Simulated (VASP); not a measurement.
Output of a VASP run:

### OSZICAR
```
       N       E                     dE             d eps       ncg     rms          rms(c)
DAV:   1     0.156029485841E+02    0.15603E+02   -0.64672E+03  1872   0.933E+02
DAV:   2    -0.173092048867E+02   -0.32912E+02   -0.31508E+02  2278   0.168E+02
DAV:   3    -0.184173076092E+02   -0.11081E+01   -0.10957E+01  2418   0.232E+01
DAV:   4    -0.184293088535E+02   -0.12001E-01   -0.12102E-01  2253   0.270E+00
DAV:   5    -0.184294578573E+02   -0.14900E-03   -0.14810E-03  2498   0.258E-01    0.467E+01
DAV:   6    -0.175306698773E+02    0.89879E+00   -0.21200E+00  2044   0.857E+00    0.292E+01
DAV:   7    -0.174827500253E+02    0.47920E-01   -0.83578E-01  2182   0.578E+00    0.406E+00
DAV:   8    -0.174504718260E+02    0.32278E-01   -0.19846E-01  2055   0.269E+00    0.412E-01
DAV:   9    -0.174502091777E+02    0.26265E-03   -0.68504E-03  2105   0.621E-01    0.243E-01
DAV:  10    -0.174502021306E+02    0.70471E-05   -0.11491E-04  2219   0.884E-02    0.122E-01
DAV:  11    -0.174501938590E+02    0.82716E-05   -0.40042E-05  2197   0.413E-02    0.343E-02
DAV:  12    -0.174501946181E+02   -0.75916E-06   -0.24369E-06  2143   0.116E-02    0.514E-03
DAV:  13    -0.174501943983E+02    0.21984E-06   -0.13503E-07  1417   0.345E-03    0.262E-03
DAV:  14    -0.174501944112E+02   -0.12967E-07   -0.19437E-08  1074   0.137E-03
   1 F= -.17450194E+02 E0= -.17450194E+02  d E =0.000000E+00
```

### OUTCAR
```
------------------------ aborting loop because EDIFF is reached ----------------------------------------
  FORCE on cell =-STRESS in cart. coord.  units (eV):
  Direction    XX          YY          ZZ          XY          YZ          ZX
  --------------------------------------------------------------------------------------
  Total        0.0108638      0.0108638      0.0108638      0.0000000     -0.0000000     -0.0000000
  in kB        0.4686077      0.4686077      0.4686077      0.0000000     -0.0000000     -0.0000000
  external PRESSURE =       0.4686077 kB  Pullay stress =       0.0000000 kB
  volume of cell :       37.14
      direct lattice vectors                 reciprocal lattice vectors
     0.000000000  2.648198197  2.648198197    -0.188807620  0.188807620  0.188807620
     2.648198197  0.000000000  2.648198197     0.188807620 -0.188807620  0.188807620
     2.648198197  2.648198197  0.000000000     0.188807620  0.188807620 -0.188807620
 POSITION                                       TOTAL-FORCE (eV/Angst)
 -----------------------------------------------------------------------------------
      0.00000      0.00000      0.00000         0.000000     -0.000000     -0.000000
      2.64820      2.64820      2.64820        -0.000000      0.000000      0.000000
 -----------------------------------------------------------------------------------
    total drift:                                0.000000     -0.000000     -0.000000
  FREE ENERGIE OF THE ION-ELECTRON SYSTEM (eV)
  ---------------------------------------------------
  free  energy   TOTEN  =       -17.4501944112 eV

  energy  without entropy=      -17.4501944112  energy(sigma->0) =      -17.45019441

 total charge

# of ion       s       p       d       tot
------------------------------------------
    1        0.294   6.416   1.700   8.410
    2        0.791   0.995   0.000   1.786
--------------------------------------------------
tot          1.084   7.412   1.700  10.196
```
(Selected blocks of OUTCAR.)

File POSCAR:
```
HfSi
1
    0.0000000000     2.6481981967     2.6481981967
    2.6481981967     0.0000000000     2.6481981967
    2.6481981967     2.6481981967     0.0000000000
Hf Si
1 1
Direct
  0.0000000000   0.0000000000   0.0000000000
  0.5000000000   0.5000000000   0.5000000000
```

**Question.** Reconstruct the remaining input files.

**Answer.** Several could match; the one computed here: the input of the run itself, PBEsol GGA, plane waves, VASP's PBE PAW potentials (set 64).

**INCAR**
```
SYSTEM = HfSi
PREC = Accurate
ENCUT = 400
EDIFF = 1E-7
NELM = 100
ALGO = Normal
LREAL = .FALSE.
LASPH = .TRUE.
ISMEAR = -5
GGA = PS
LMAXMIX = 6
LWAVE = .FALSE.
LCHARG = .TRUE.
LORBIT = 11
NEDOS = 601
ISIF = 2
```

**KPOINTS**
```
Automatic mesh
0
Gamma
13 13 13
0 0 0
```

POTCAR, in this order: Hf_pv Si (PBE.64 set). Program: vasp_std.

For a metal the tetrahedron method with Blöchl corrections gives inexact stress and forces.

The structure was generated: HfSi was put into the rock salt type (Fm-3m), which need not be its known phase. It was relaxed first, which changed the volume by -37 %.
